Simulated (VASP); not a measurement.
Calculation: PBEsol GGA, VASP's PBE PAW potentials (set 64) (plane waves; VASP 6.6.1).

A VASP calculation is set up with these files.

INCAR:
```
! general
SYSTEM = MgB2
PREC   = Accurate
ENCUT  = 650
LREAL  = F
LASPH  = T

! electronic loop
EDIFF  = 1E-7
NELM   = 100
ALGO   = Normal

! smearing
ISMEAR = 1
SIGMA  = 0.1

! functional
GGA    = PS

! ions
IBRION = 6
NSW    = 1
ISIF   = 3
POTIM  = 0.015
NFREE  = 2

! output
LWAVE  = F
LCHARG = F
```

POSCAR:
```
MgB2
1
    1.5358125382    -2.6601048583     0.0000000000
    1.5358125382     2.6601048583     0.0000000000
    0.0000000000     0.0000000000     3.4733760219
Mg B
1 2
Direct
  0.0000000000   0.0000000000   0.0000000000
  0.3333330000   0.6666670000   0.5000000000
  0.6666670000   0.3333330000   0.5000000000
```

KPOINTS:
```
Automatic mesh
0
Gamma
10 10 8
0 0 0
```

POTCAR, in this order: Mg B (PBE.64 set). Program: vasp_std.

Output of the run:

OUTCAR:
```
 ion  position               nearest neighbor table
   1  0.000  0.000  0.000-   2 2.48   3 2.48   2 2.48   3 2.48   3 2.48   3 2.48   2 2.48   2 2.48
                             3 2.48   3 2.48   2 2.48   2 2.48
   2  0.333  0.667  0.500-   3 1.77   3 1.77   3 1.77   1 2.48   1 2.48   1 2.48   1 2.48   1 2.48
                             1 2.48
   3  0.667  0.333  0.500-   2 1.77   2 1.77   2 1.77   1 2.48   1 2.48   1 2.48   1 2.48   1 2.48
                             1 2.48
  LATTYP: Found a hexagonal cell.
 ALAT       =     3.0716246531
 C/A-ratio  =     1.1307944212
 Subroutine PRICEL returns:
 Original cell was already a primitive cell.
 Subroutine GETGRP returns: Found 24 space group operations
The static configuration has the point symmetry D_6h.
The dynamic configuration has the point symmetry D_6h.
 Subroutine INISYM returns: Found 24 space group operations
 Subroutine IBZKPT returns following result:
 Found     70 irreducible k-points:

 Following reciprocal coordinates:
            Coordinates               Weight
  0.000000  0.000000  0.000000      1.000000
  0.100000 -0.000000  0.000000      6.000000
  0.200000 -0.000000  0.000000      6.000000
  0.300000 -0.000000  0.000000      6.000000
  0.400000 -0.000000  0.000000      6.000000
  0.500000  0.000000  0.000000      3.000000
  0.100000  0.100000  0.000000      6.000000
  0.200000  0.100000  0.000000     12.000000
  0.300000  0.100000  0.000000     12.000000
  0.400000  0.100000  0.000000     12.000000
  0.200000  0.200000  0.000000      6.000000
  0.300000  0.200000  0.000000     12.000000
  0.400000  0.200000  0.000000      6.000000
  0.300000  0.300000  0.000000      6.000000
  0.000000  0.000000  0.125000      2.000000
  0.100000 -0.000000  0.125000     12.000000
  0.200000 -0.000000  0.125000     12.000000
  0.300000 -0.000000  0.125000     12.000000
  0.400000 -0.000000  0.125000     12.000000
...
```

**OSZICAR**
```
...
DAV:   3    -0.162220801777E+02    0.60440E-03   -0.87253E-04  5320   0.179E-01    0.847E-03
DAV:   4    -0.162220816178E+02   -0.14401E-05   -0.13960E-05  4336   0.350E-02    0.608E-03
DAV:   5    -0.162220818432E+02   -0.22537E-06   -0.23089E-07  5800   0.410E-03    0.122E-03
DAV:   6    -0.162220818499E+02   -0.67799E-08   -0.21383E-08  2744   0.106E-03
  11 F= -.16222082E+02 E0= -.16222207E+02  d E =0.376573E-03
       N       E                     dE             d eps       ncg     rms          rms(c)
DAV:   1    -0.162232196813E+02   -0.11378E-02   -0.15101E-01  5192   0.258E+00    0.164E-01
DAV:   2    -0.162226383799E+02    0.58130E-03   -0.11632E-03  4600   0.299E-01    0.999E-02
DAV:   3    -0.162221045744E+02    0.53381E-03   -0.47191E-04  5376   0.130E-01    0.865E-03
DAV:   4    -0.162220924013E+02    0.12173E-04   -0.95816E-06  4304   0.272E-02    0.197E-03
DAV:   5    -0.162220874973E+02    0.49040E-05   -0.24491E-07  5576   0.347E-03    0.314E-04
DAV:   6    -0.162220873723E+02    0.12497E-06   -0.17161E-08  2608   0.871E-04    0.849E-05
DAV:   7    -0.162220873663E+02    0.59342E-08   -0.62763E-10  2440   0.237E-04
  12 F= -.16222087E+02 E0= -.16222211E+02  d E =0.372200E-03
       N       E                     dE             d eps       ncg     rms          rms(c)
DAV:   1    -0.162236548343E+02   -0.15675E-02   -0.24660E-01  5128   0.325E+00    0.246E-01
DAV:   2    -0.162226914127E+02    0.96342E-03   -0.24142E-03  4608   0.421E-01    0.145E-01
DAV:   3    -0.162220858044E+02    0.60561E-03   -0.87309E-04  5240   0.180E-01    0.844E-03
DAV:   4    -0.162220871603E+02   -0.13559E-05   -0.13904E-05  4280   0.348E-02    0.653E-03
DAV:   5    -0.162220873674E+02   -0.20716E-06   -0.29325E-07  5816   0.458E-03    0.184E-03
DAV:   6    -0.162220873848E+02   -0.17343E-07   -0.24466E-08  2696   0.120E-03
  13 F= -.16222087E+02 E0= -.16222211E+02  d E =0.372278E-03
       N       E                     dE             d eps       ncg     rms          rms(c)
DAV:   1    -0.162237594424E+02   -0.16721E-02   -0.11814E-01  3456   0.257E+00    0.110E-01
DAV:   2    -0.162235094814E+02    0.24996E-03   -0.12339E-03  3416   0.335E-01    0.696E-02
DAV:   3    -0.162231648683E+02    0.34461E-03   -0.26655E-04  3600   0.999E-02    0.413E-03
DAV:   4    -0.162231625233E+02    0.23450E-05   -0.54771E-06  3088   0.218E-02    0.201E-03
DAV:   5    -0.162231611187E+02    0.14045E-05   -0.53818E-07  3576   0.463E-03    0.383E-04
DAV:   6    -0.162231610683E+02    0.50417E-07   -0.23304E-08  1840   0.129E-03
  14 F= -.16223161E+02 E0= -.16223350E+02  d E =0.566714E-03
       N       E                     dE             d eps       ncg     rms          rms(c)
DAV:   1    -0.162231674685E+02   -0.63498E-05   -0.29196E-02  2792   0.147E+00    0.424E-02
DAV:   2    -0.162231663174E+02    0.11511E-05   -0.31749E-04  3936   0.160E-01    0.243E-02
DAV:   3    -0.162231604824E+02    0.58350E-05   -0.54552E-05  3128   0.483E-02    0.370E-03
DAV:   4    -0.162231609163E+02   -0.43381E-06   -0.21652E-06  3232   0.134E-02    0.214E-03
DAV:   5    -0.162231610735E+02   -0.15726E-06   -0.12129E-07  3360   0.323E-03    0.199E-04
DAV:   6    -0.162231610724E+02    0.11241E-08   -0.78040E-09  1704   0.678E-04
  15 F= -.16223161E+02 E0= -.16223350E+02  d E =0.566736E-03
       N       E                     dE             d eps       ncg     rms          rms(c)
DAV:   1    -0.162230047008E+02    0.15637E-03   -0.26147E-02  1392   0.135E+00    0.469E-02
DAV:   2    -0.162229501661E+02    0.54535E-04   -0.69575E-04  1576   0.234E-01    0.221E-02
DAV:   3    -0.162229338491E+02    0.16317E-04   -0.99035E-05  1536   0.643E-02    0.576E-03
DAV:   4    -0.162229341135E+02   -0.26440E-06   -0.58859E-06  1400   0.222E-02    0.252E-03
DAV:   5    -0.162229342149E+02   -0.10141E-06   -0.91274E-07  1720   0.632E-03    0.241E-04
DAV:   6    -0.162229342306E+02   -0.15695E-07   -0.32035E-08   736   0.164E-03
  16 F= -.16222934E+02 E0= -.16223124E+02  d E =0.569487E-03
       N       E                     dE             d eps       ncg     rms          rms(c)
DAV:   1    -0.162232351564E+02   -0.30094E-03   -0.65224E-02  1320   0.204E+00    0.852E-02
DAV:   2    -0.162229916136E+02    0.24354E-03   -0.21276E-03  1584   0.400E-01    0.382E-02
DAV:   3    -0.162229317445E+02    0.59869E-04   -0.40883E-04  1416   0.128E-01    0.657E-03
DAV:   4    -0.162229338615E+02   -0.21170E-05   -0.18248E-05  1400   0.406E-02    0.368E-03
DAV:   5    -0.162229342424E+02   -0.38087E-06   -0.34447E-07  1720   0.593E-03    0.238E-04
DAV:   6    -0.162229342414E+02    0.94508E-09   -0.87485E-09   888   0.738E-04
  17 F= -.16222934E+02 E0= -.16223124E+02  d E =0.569487E-03
       N       E                     dE             d eps       ncg     rms          rms(c)
DAV:   1    -0.162238601072E+02   -0.92586E-03   -0.23982E-01  4208   0.407E+00    0.160E-01
DAV:   2    -0.162232357078E+02    0.62440E-03   -0.27635E-03  6896   0.466E-01    0.814E-02
DAV:   3    -0.162230075123E+02    0.22820E-03   -0.83061E-04  5344   0.189E-01    0.118E-02
DAV:   4    -0.162230030241E+02    0.44883E-05   -0.42727E-05  5840   0.572E-02    0.592E-03
DAV:   5    -0.162230001807E+02    0.28434E-05   -0.10931E-05  5480   0.202E-02    0.108E-03
DAV:   6    -0.162230001568E+02    0.23828E-07   -0.52414E-07  5488   0.637E-03
  18 F= -.16223000E+02 E0= -.16223083E+02  d E =0.249475E-03
       N       E                     dE             d eps       ncg     rms          rms(c)
DAV:   1    -0.162264136849E+02   -0.34135E-02   -0.51762E-01  4176   0.595E+00    0.319E-01
DAV:   2    -0.162237247341E+02    0.26890E-02   -0.66898E-03  6160   0.679E-01    0.157E-01
DAV:   3    -0.162229948953E+02    0.72984E-03   -0.29250E-03  5424   0.355E-01    0.201E-02
DAV:   4    -0.162230004240E+02   -0.55288E-05   -0.11194E-04  5040   0.961E-02    0.965E-03
DAV:   5    -0.162230001558E+02    0.26825E-06   -0.14403E-06  6456   0.102E-02    0.121E-03
DAV:   6    -0.162230001343E+02    0.21496E-07   -0.72805E-08  3720   0.192E-03
  19 F= -.16223000E+02 E0= -.16223083E+02  d E =0.249481E-03
       N       E                     dE             d eps       ncg     rms          rms(c)
DAV:   1    -0.162237689367E+02   -0.76878E-03   -0.38934E-01  1520   0.538E+00    0.148E-01
DAV:   2    -0.162229979848E+02    0.77095E-03   -0.35283E-03  2544   0.534E-01    0.860E-02
DAV:   3    -0.162224769537E+02    0.52103E-03   -0.12254E-03  2008   0.221E-01    0.219E-02
DAV:   4    -0.162224238893E+02    0.53064E-04   -0.13367E-04  2336   0.873E-02    0.547E-03
DAV:   5    -0.162224161002E+02    0.77890E-05   -0.11782E-05  2248   0.257E-02    0.166E-03
DAV:   6    -0.162224189400E+02   -0.28397E-05   -0.56922E-07  1912   0.638E-03    0.369E-04
DAV:   7    -0.162224197915E+02   -0.85148E-06   -0.11668E-08  1096   0.855E-04    0.110E-04
DAV:   8    -0.162224200840E+02   -0.29258E-06   -0.11096E-09   960   0.273E-04    0.357E-05
DAV:   9    -0.162224202109E+02   -0.12687E-06   -0.14938E-10   920   0.971E-05    0.423E-06
DAV:  10    -0.162224202125E+02   -0.15709E-08   -0.11980E-11   912   0.315E-05
  20 F= -.16222420E+02 E0= -.16222609E+02  d E =0.564954E-03
       N       E                     dE             d eps       ncg     rms          rms(c)
DAV:   1    -0.162239294385E+02   -0.15092E-02   -0.67742E-01  1504   0.670E+00    0.184E-01
DAV:   2    -0.162227049110E+02    0.12245E-02   -0.71916E-03  2120   0.725E-01    0.893E-02
DAV:   3    -0.162224137836E+02    0.29113E-03   -0.17316E-03  2112   0.259E-01    0.191E-02
DAV:   4    -0.162224194216E+02   -0.56380E-05   -0.69539E-05  1816   0.777E-02    0.875E-03
DAV:   5    -0.162224201734E+02   -0.75179E-06   -0.20032E-06  2304   0.112E-02    0.166E-03
DAV:   6    -0.162224202061E+02   -0.32689E-07   -0.85881E-08  1408   0.237E-03
  21 F= -.16222420E+02 E0= -.16222609E+02  d E =0.564961E-03
```

### OUTCAR
```
------------------------ aborting loop because EDIFF is reached ----------------------------------------
  FORCE on cell =-STRESS in cart. coord.  units (eV):
  Direction    XX          YY          ZZ          XY          YZ          ZX
  --------------------------------------------------------------------------------------
  Total       -0.0026527     -0.0026527      0.0551251      0.0000000      0.0000000      0.0000000
  in kB       -0.1497573     -0.1497572      3.1120094      0.0000000      0.0000000      0.0000000
  external PRESSURE =       0.9374983 kB  Pullay stress =       0.0000000 kB
  volume of cell :       28.38
      direct lattice vectors                 reciprocal lattice vectors
     1.535812538 -2.660104858  0.000000000     0.325560567 -0.187962515  0.000000000
     1.535812538  2.660104858  0.000000000     0.325560567  0.187962515  0.000000000
     0.000000000  0.000000000  3.473376022     0.000000000  0.000000000  0.287904331
 POSITION                                       TOTAL-FORCE (eV/Angst)
 -----------------------------------------------------------------------------------
      0.00000      0.00000      0.00000         0.000000      0.000000     -0.052728
      1.53581      0.88670      1.72169        -0.000000     -0.000000      0.174254
      1.53581     -0.88670      1.73669         0.000000      0.000000     -0.121526
 -----------------------------------------------------------------------------------
    total drift:                               -0.000000     -0.000000     -0.000056
  FREE ENERGIE OF THE ION-ELECTRON SYSTEM (eV)
  ---------------------------------------------------
  free  energy   TOTEN  =       -16.2224202061 eV

  energy  without entropy=      -16.2229851670  energy(sigma->0) =      -16.22260853

   1 f  =   21.111471 THz   132.647284 2PiTHz  704.202870 cm-1    87.309989 meV
             X         Y         Z           dx          dy          dz
      0.000000  0.000000  0.000000     0.000000    0.000000   -0.000000
      1.535813  0.886703  1.736688     0.000000    0.000000   -0.707107
      1.535813 -0.886703  1.736688    -0.000000   -0.000000    0.707107

   2 f  =   15.296815 THz    96.112721 2PiTHz  510.246815 cm-1    63.262514 meV
             X         Y         Z           dx          dy          dz
      0.000000  0.000000  0.000000    -0.000000   -0.000000    0.000000
      1.535813  0.886703  1.736688     0.707107   -0.000000   -0.000000
      1.535813 -0.886703  1.736688    -0.707107    0.000000   -0.000000

   3 f  =   15.296812 THz    96.112704 2PiTHz  510.246721 cm-1    63.262502 meV
             X         Y         Z           dx          dy          dz
      0.000000  0.000000  0.000000    -0.000000    0.000000    0.000000
      1.535813  0.886703  1.736688     0.000000    0.707107   -0.000000
      1.535813 -0.886703  1.736688    -0.000000   -0.707107   -0.000000

   4 f  =   12.258033 THz    77.019494 2PiTHz  408.883977 cm-1    50.695129 meV
             X         Y         Z           dx          dy          dz
      0.000000  0.000000  0.000000     0.000000    0.000000    0.686231
      1.535813  0.886703  1.736688    -0.000000   -0.000000   -0.514338
      1.535813 -0.886703  1.736688    -0.000000   -0.000000   -0.514338

   5 f  =   10.399700 THz    65.343239 2PiTHz  346.896636 cm-1    43.009682 meV
             X         Y         Z           dx          dy          dz
      0.000000  0.000000  0.000000    -0.685898   -0.000000   -0.000000
      1.535813  0.886703  1.736688     0.514560    0.000000   -0.000000
      1.535813 -0.886703  1.736688     0.514560    0.000000   -0.000000

   6 f  =   10.399698 THz    65.343227 2PiTHz  346.896572 cm-1    43.009674 meV
             X         Y         Z           dx          dy          dz
      0.000000  0.000000  0.000000    -0.000000    0.685898   -0.000000
      1.535813  0.886703  1.736688     0.000000   -0.514560    0.000000
      1.535813 -0.886703  1.736688     0.000000   -0.514560    0.000000

   7 f/i=    0.001505 THz     0.009456 2PiTHz    0.050202 cm-1     0.006224 meV
             X         Y         Z           dx          dy          dz
      0.000000  0.000000  0.000000     0.000000   -0.000000   -0.727384
      1.535813  0.886703  1.736688     0.000000   -0.000000   -0.485239
      1.535813 -0.886703  1.736688     0.000000   -0.000000   -0.485239

   8 f/i=    0.003491 THz     0.021937 2PiTHz    0.116459 cm-1     0.014439 meV
             X         Y         Z           dx          dy          dz
      0.000000  0.000000  0.000000    -0.002806    0.727693   -0.000000
      1.535813  0.886703  1.736688    -0.001870    0.484999   -0.000000
      1.535813 -0.886703  1.736688    -0.001870    0.484999   -0.000000

   9 f/i=    0.003491 THz     0.021937 2PiTHz    0.116459 cm-1     0.014439 meV
             X         Y         Z           dx          dy          dz
      0.000000  0.000000  0.000000    -0.727693   -0.002806   -0.000000
      1.535813  0.886703  1.736688    -0.484999   -0.001870   -0.000000
      1.535813 -0.886703  1.736688    -0.484999   -0.001870   -0.000000

 ELASTIC MODULI CONTR FROM IONIC RELAXATION (kBar)
 Direction    XX          YY          ZZ          XY          YZ          ZX
 --------------------------------------------------------------------------------
 XX         -77.0566     77.0566      0.0000     -0.0000      0.0000      0.0000
 YY          77.0566    -77.0566     -0.0000      0.0000      0.0000      0.0000
 ZZ           0.0000     -0.0000     -0.0000     -0.0000      0.0000      0.0000
 XY          -0.0000      0.0000     -0.0000    -77.0566      0.0000      0.0000
 YZ           0.0000      0.0000      0.0000      0.0000      0.0000      0.0000
 ZX           0.0000      0.0000      0.0000      0.0000      0.0000      0.0000
 --------------------------------------------------------------------------------

 TOTAL ELASTIC MODULI (kBar)
 Direction    XX          YY          ZZ          XY          YZ          ZX
 --------------------------------------------------------------------------------
 XX        4298.5957    468.5272    563.0385     -0.0000      0.0000      0.0000
 YY         468.5272   4298.5925    563.0383      0.0000      0.0000      0.0000
 ZZ         563.0385    563.0383   2422.0000     -0.0000      0.0000      0.0000
 XY          -0.0000      0.0000     -0.0000   1915.0334      0.0000      0.0000
 YZ          -0.0000     -0.0000      0.0000     -0.0000    823.7699      0.0000
 ZX          -0.0000      0.0000      0.0000      0.0000      0.0000    823.7702
 --------------------------------------------------------------------------------
```
(Selected blocks of OUTCAR.)

Finite-difference elastic constants of metals are sensitive to mesh and smearing; shear constants can be off by tens of GPa.

The compound is MgB2 in the AlB2 type structure. It was relaxed first.
